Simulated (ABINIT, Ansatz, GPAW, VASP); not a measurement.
Y2CN2O2 (P-3m1, 7 atoms in the cell) computed with different codes at matched settings

Self-consistent single point.

```
Y2C(NO)2
1.0
    3.66940     0.00000     0.00000
   -1.83470     3.17779     0.00000
    0.00000     0.00000     8.10351
Y C N O
2 1 2 2
Cartesian
  0.00000   2.11853   5.49029
  1.83470   1.05926   2.61322
  0.00000   0.00000   0.00000
  0.00000   0.00000   1.21674
  0.00000   0.00000   6.88677
  0.00000   2.11853   3.21434
  1.83470   1.05926   4.88917
```

Shared settings, as Ansatz (a first-principles code) writes them: kpoints.mp_grid.grid = 7 7 3; scf.occupations.method = fixed. Potentials and cutoffs stand in the table.

| code | model | pressure (GPa) | largest force (eV/Å) | gap on the mesh (eV) | cutoff |
|---|---|---|---|---|---|
| Ansatz | LDA (PW92), PAW files made with PBE | -1.58 | 0.928 | 3.750 | 420 eV |
| ABINIT | LDA (PW92), norm-conserving pseudopotentials (PseudoDojo nc-sr-04 LDA standard) | -0.97 | 1.164 | 3.762 | 1143 eV |
| VASP | LDA (PZ), VASP's LDA PAW potentials (set 64) | -4.41 | 1.175 | 3.735 | 400 eV |
| GPAW | LDA (Perdew-Wang 92), GPAW PAW datasets LDA (gpaw-data 1.0.1) | – | 1.060 | 3.760 | 900 eV |

Size of the force on each atom (eV/Å): Sizes of forces hide their directions.

```tsv
code	Y1	Y2	C3	N4	N5	O6	O7
Ansatz	0.080	0.080	0.000	0.928	0.928	0.042	0.042
ABINIT	0.110	0.110	0.000	1.164	1.164	0.048	0.048
VASP	0.066	0.066	0.000	1.175	1.175	0.030	0.030
GPAW	0.163	0.163	0.000	1.060	1.060	0.042	0.042
```

A dash marks a value that a program does not give, or that is left out as unsure.

Gaps are read on the mesh.

The spread over the programs that give each value: pressure within 3.44 GPa; largest force within 0.247 eV/Å; gap on the mesh within 0.027 eV.

Ansatz's pressure is given at a fixed set of plane waves, as the other plane-wave codes print theirs; with its correction for the finite basis it is -1.17 GPa (the shift of 0.41 GPa shows how far the cutoff is from converged). The pressure of GPAW is left out: its cutoff lies under the one at which its stress was checked. The same LDA comes in different parametrisations, which differ slightly. In the pressure, VASP (by 2.83) lies more than 1 GPa from the median of the plane-wave programs. In the force vectors, Ansatz (by 0.183) lies more than 0.08 eV/Å from the median of the plane-wave programs.

VASP's run is marked for a possible Pulay error in its stress at this cutoff; no cutoff test was made.

VASP ran the fixed occupations as a Gaussian smearing of 0.01 eV.

The starting cell comes from a database of computed structures (which also holds hypothetical and non-ambient phases and stackings), without a prior relaxation at this level. Its lattice was rescaled by a random factor within 2.5 % of one.

Left out of this page: CP2K, FLEUR and SIESTA (not drawn, or without a comparable value).

Keys are those of Ansatz 0.2.
